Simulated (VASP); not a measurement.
Input of a VASP 6.6.1 run:

Contents of INCAR:

```
SYSTEM = PmSe
PREC = Accurate ; ENCUT = 600
EDIFF = 1E-7 ; ISMEAR = 0
SIGMA = 0.05 ; LREAL = .FALSE.
LASPH = .TRUE. ; NELM = 150
ALGO = Normal ; ISIF = 3
LWAVE = .FALSE. ; LCHARG = .FALSE.
ISPIN = 2 ; MAGMOM = 4 0
LORBIT = 11 ; LMAXMIX = 6
METAGGA = R2SCAN ; LMIXTAU = .TRUE.
IBRION = 2 ; NSW = 40
EDIFFG = -0.01
```

Contents of KPOINTS:

```
Automatic mesh
0
G
  8 8 8
  0 0 0
```

The input POSCAR:

```
PmSe
1.0
    0.0000000000      2.9605394209      2.9605394209
    2.9605394209      0.0000000000      2.9605394209
    2.9605394209      2.9605394209      0.0000000000
Pm Se
1 1
Direct
    0.0000000000      0.0000000000      0.0000000000
    0.5000000000      0.5000000000      0.5000000000
```

Potentials or basis: VASP PAW PBE potentials, release 64 (Pm, Se).

Command:

```bash
$ cat potpaw_PBE.64/Pm/POTCAR potpaw_PBE.64/Se/POTCAR > POTCAR
$ mpirun -np 1 vasp_std > vasp.out
```

Question: Predict the relaxed cell.

Answer: a = 4.276 Å, b = 4.276 Å, c = 4.276 Å, α = 60.00°, β = 60.00°, γ = 60.00°.

Question: Estimate the net moment.

Answer: 4.87 μB per cell.

Question: Estimate the site moments.

Answer: Pm +4.51; Se -0.06 μB.

Final structure:
```
CELL_PARAMETERS angstrom
0.00000 3.02389 3.02389
3.02389 0.00000 3.02389
3.02389 3.02389 0.00000
ATOMIC_POSITIONS crystal
Pm 0.00000 0.00000 0.00000
Se 0.50000 0.50000 0.50000
```

Caveat: the magnetic or orbital state may not be the lowest. The state reached can hang on the start; a lower one may exist.
